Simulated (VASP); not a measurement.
# KSrCl$_{3}$ (strained cubic perovskite): a r²SCAN single-point calculation in VASP

INCAR

```
EDIFF = 1E-7
LWAVE = .FALSE.
METAGGA = R2SCAN
NSW = 0
ENCUT = 520
SIGMA = 0.01
LCHARG = .FALSE.
ISIF = 2
PREC = Accurate
LASPH = .TRUE.
ISMEAR = 0
ALGO = Normal
LREAL = .FALSE.
NELM = 120
NBANDS = 28
IBRION = -1
```

KPOINTS

```
KPOINTS created by Atomic Simulation Environment
0
Gamma
4 4 4
0 0 0
```

KPOINTS_OPT

```
special points
4
Reciprocal
0.0000000000 0.0000000000 0.0000000000 1
0.0000000000 0.5000000000 0.0000000000 1
0.5000000000 0.5000000000 0.0000000000 1
0.5000000000 0.5000000000 0.5000000000 1
```

POSCAR

```
K  Sr Cl
 1.0000000000000000
     5.4952951357000002    0.0000000000000000    0.0000000000000000
     0.0000000000000000    5.4952951357000002    0.0000000000000000
     0.0000000000000000    0.0000000000000000    5.4952951357000002
 K   Sr  Cl
   1   1   3
Cartesian
  0.0000000000000000  0.0000000000000000  0.0000000000000000
  2.7476475678500001  2.7476475678500001  2.7476475678500001
  2.7476475678500001  2.7476475678500001  0.0000000000000000
  2.7476475678500001  0.0000000000000000  2.7476475678500001
  0.0000000000000000  2.7476475678500001  2.7476475678500001
```

VASP ran with the recommended PBE PAW datasets (40 valence electrons in the cell).

Command

```
mpirun -np 1 vasp_std
```

From OUTCAR

```
k-points           NKPTS =     10   k-points in BZ     NKDIM =     10   number of bands    NBANDS=     28

   NELECT =      40.0000    total number of electrons

   dimension x,y,z NGX =    42 NGY =   42 NGZ =   42
   dimension x,y,z NGXF=    84 NGYF=   84 NGZF=   84

  energy-cutoff  :      520.00
  volume of cell :      165.95
      direct lattice vectors                 reciprocal lattice vectors
     5.495295136  0.000000000  0.000000000     0.181973848  0.000000000  0.000000000
     0.000000000  5.495295136  0.000000000     0.000000000  0.181973848  0.000000000
     0.000000000  0.000000000  5.495295136     0.000000000  0.000000000  0.181973848

 k-points in reciprocal lattice and weights: KPOINTS created by Atomic Simulation Env
   0.00000000  0.00000000  0.00000000       0.016
   0.25000000  0.00000000  0.00000000       0.094
   0.50000000  0.00000000  0.00000000       0.047
   0.25000000  0.25000000  0.00000000       0.188
   0.50000000  0.25000000  0.00000000       0.188
   0.50000000  0.50000000  0.00000000       0.047
   0.25000000  0.25000000  0.25000000       0.125
   0.50000000  0.25000000  0.25000000       0.188
   ...

 E-fermi :  -1.6432

 k-point     1 :       0.0000    0.0000    0.0000
  band No.  band energies     occupation
      1     -34.5617      2.00000
      2     -31.3621      2.00000
      3     -16.1504      2.00000
      4     -16.1504      2.00000
      5     -16.1504      2.00000
      6     -14.9985      2.00000
      7     -14.7620      2.00000
      8     -14.7620      2.00000
      9     -14.0388      2.00000
     10     -14.0388      2.00000
     11     -14.0388      2.00000
     12      -2.8775      2.00000
     13      -2.8775      2.00000
     14      -2.8775      2.00000
     15      -2.2344      2.00000
     16      -2.2344      2.00000
     17      -2.2344      2.00000
     18      -1.9325      2.00000
     19      -1.9325      2.00000
     20      -1.9325      2.00000
     21       3.5796      0.00000
     22       4.9506      0.00000
     23       4.9506      0.00000
     24       4.9506      0.00000
     25       5.9046      0.00000
     26       5.9046      0.00000
     27       7.4181      0.00000
     28       7.4181      0.00000

 k-point     2 :       0.2500    0.0000    0.0000
  band No.  band energies     occupation
      1     -34.5612      2.00000
      2     -31.3621      2.00000
      3     -16.4536      2.00000
      4     -16.1492      2.00000
      5     -16.1492      2.00000
      6     -14.9400      2.00000
      7     -14.7606      2.00000
      8     -14.3887      2.00000
      9     -14.0385      2.00000
     10     -14.0385      2.00000
     11     -14.0279      2.00000
     12      -3.0910      2.00000
     13      -2.8187      2.00000
     14      -2.8187      2.00000
     15      -2.4180      2.00000
     16      -2.3424      2.00000
     17      -2.3424      2.00000
     18      -2.2925      2.00000
     19      -1.9842      2.00000
     20      -1.9842      2.00000
     21       4.1629      0.00000
     22       5.0697      0.00000
     23       5.5224      0.00000
     24       5.5224      0.00000
     25       6.0494      0.00000
     26       6.3532      0.00000
     27       7.4309      0.00000
     28       7.7739      0.00000

 k-point     3 :       0.5000    0.0000    0.0000
  band No.  band energies     occupation
      1     -34.5608      2.00000
      2     -31.3620      2.00000
      3     -16.6630      2.00000
      4     -16.1481      2.00000
      5     -16.1481      2.00000
      6     -14.9394      2.00000
      7     -14.7592      2.00000
      8     -14.0424      2.00000
      9     -14.0383      2.00000
     10     -14.0383      2.00000
     11     -14.0173      2.00000
     12      -3.4359      2.00000
     13      -2.7020      2.00000
     14      -2.6935      2.00000
     15      -2.6935      2.00000
     16      -2.5325      2.00000
     17      -2.5325      2.00000
     18      -2.3486      2.00000
     19      -2.0145      2.00000
     20      -2.0145      2.00000
     21       5.2121      0.00000
     22       5.2941      0.00000
     23       5.5436      0.00000
     24       6.3370      0.00000
     25       6.3370      0.00000
     26       6.9223      0.00000
     27       7.4380      0.00000
     28       7.5147      0.00000

 k-point     4 :       0.2500    0.2500    0.0000
  band No.  band energies     occupation
      1     -34.5608      2.00000
      2     -31.3620      2.00000
      3     -16.4572      2.00000
      4     -16.4478      2.00000
      5     -16.1481      2.00000
      6     -14.8601      2.00000
      7     -14.4279      2.00000
      8     -14.3715      2.00000
      9     -14.0382      2.00000
     10     -14.0293      2.00000
     11     -14.0238      2.00000
     12      -3.1990      2.00000
     13      -2.9242      2.00000
     14      -2.8175      2.00000
     15      -2.7646      2.00000
     16      -2.3971      2.00000
     17      -2.3781      2.00000
     18      -2.3185      2.00000
     19      -2.0812      2.00000
     20      -2.0391      2.00000
     21       4.6506      0.00000
     22       5.6225      0.00000
     23       5.6377      0.00000
     24       5.9415      0.00000
     25       6.4194      0.00000
     26       6.6191      0.00000
     27       7.5519      0.00000
     28       7.7655      0.00000

 k-point     5 :       0.5000    0.2500    0.0000
  band No.  band energies     occupation
      1     -34.5603      2.00000
      2     -31.3620      2.00000
      3     -16.6621      2.00000
      4     -16.4515      2.00000
      5     -16.1470      2.00000
      6     -14.8521      2.00000
      7     -14.4067      2.00000
      8     -14.0984      2.00000
      9     -14.0378      2.00000
     10     -14.0152      2.00000
     11     -13.9820      2.00000
     12      -3.4896      2.00000
     13      -3.1159      2.00000
     14      -2.9371      2.00000
     15      -2.6429      2.00000
     16      -2.5390      2.00000
     17      -2.5036      2.00000
     18      -2.3408      2.00000
     19      -2.1531      2.00000
     20      -1.9603      2.00000
     21       5.6181      0.00000
     22       5.7603      0.00000
     23       6.0053      0.00000
     24       6.3937      0.00000
     25       6.6030      0.00000
     26       7.1910      0.00000
     27       7.5493      0.00000
     28       7.6334      0.00000

 k-point     6 :       0.5000    0.5000    0.0000
  band No.  band energies     occupation
      1     -34.5598      2.00000
      2     -31.3619      2.00000
      3     -16.6611      2.00000
      4     -16.6611      2.00000
      5     -16.1459      2.00000
      6     -14.8373      2.00000
      7     -14.1223      2.00000
      8     -14.1223      2.00000
      9     -14.0374      2.00000
     10     -13.9578      2.00000
     11     -13.9578      2.00000
     12      -3.6720      2.00000
     13      -3.3382      2.00000
     14      -3.1805      2.00000
     15      -2.5456      2.00000
     16      -2.5456      2.00000
     17      -2.4826      2.00000
     18      -2.4826      2.00000
     19      -2.3336      2.00000
     20      -1.7600      2.00000
     21       6.1318      0.00000
     22       6.4549      0.00000
     23       6.4549      0.00000
     24       6.7986      0.00000
     25       6.7986      0.00000
     26       6.9859      0.00000
     27       7.5555      0.00000
     28       7.8217      0.00000

 k-point     7 :       0.2500    0.2500    0.2500
  band No.  band energies     occupation
      1     -34.5603      2.00000
      2     -31.3620      2.00000
      3     -16.4607      2.00000
      4     -16.4462      2.00000
      5     -16.4462      2.00000
      6     -14.4892      2.00000
      7     -14.3655      2.00000
      8     -14.3655      2.00000
      9     -14.0350      2.00000
     10     -14.0350      2.00000
     11     -14.0197      2.00000
     12      -3.2857      2.00000
     13      -2.9480      2.00000
     14      -2.9480      2.00000
     15      -2.8556      2.00000
     16      -2.7221      2.00000
     17      -2.7221      2.00000
     18      -2.0701      2.00000
     19      -2.0701      2.00000
     20      -2.0040      2.00000
     21       4.9792      0.00000
     22       5.9367      0.00000
     23       6.0306      0.00000
     24       6.0306      0.00000
     25       6.8863      0.00000
     26       6.8863      0.00000
     27       7.5899      0.00000
     28       8.1306      0.00000

 ...

  Total        2.1725420      2.1725420      2.1725420      0.0000000     -0.0000000      0.0000000
  in kB       20.9751797     20.9751797     20.9751797      0.0000000     -0.0000000      0.0000000
  external PRESSURE =      20.9751797 kB  Pullay stress =       0.0000000 kB

 POSITION                                       TOTAL-FORCE (eV/Angst)
 -----------------------------------------------------------------------------------
      0.00000      0.00000      0.00000         0.000000      0.000000      0.000000
      2.74765      2.74765      2.74765         0.000000      0.000000      0.000000
      2.74765      2.74765      0.00000         0.000000      0.000000      0.000000
      2.74765      0.00000      2.74765         0.000000      0.000000      0.000000
      0.00000      2.74765      2.74765         0.000000      0.000000      0.000000
 -----------------------------------------------------------------------------------
    total drift:                                0.000000     -0.000000      0.000000

  FREE ENERGIE OF THE ION-ELECTRON SYSTEM (eV)
  ---------------------------------------------------
  free  energy   TOTEN  =       -51.5554355268 eV

  energy  without entropy=      -51.5554355268  energy(sigma->0) =      -51.55543553
```

The gap between bands v and c is 5.33 eV. The least direct gap is 5.51 eV. The pressure is 2.1 GPa.

Band v is the last that the valence electrons fill when counted band by band, and c is the next.

The run took about 4.3 min on one core of a shared host (Intel Xeon Platinum 8488C) and held 0.33 GiB at most.
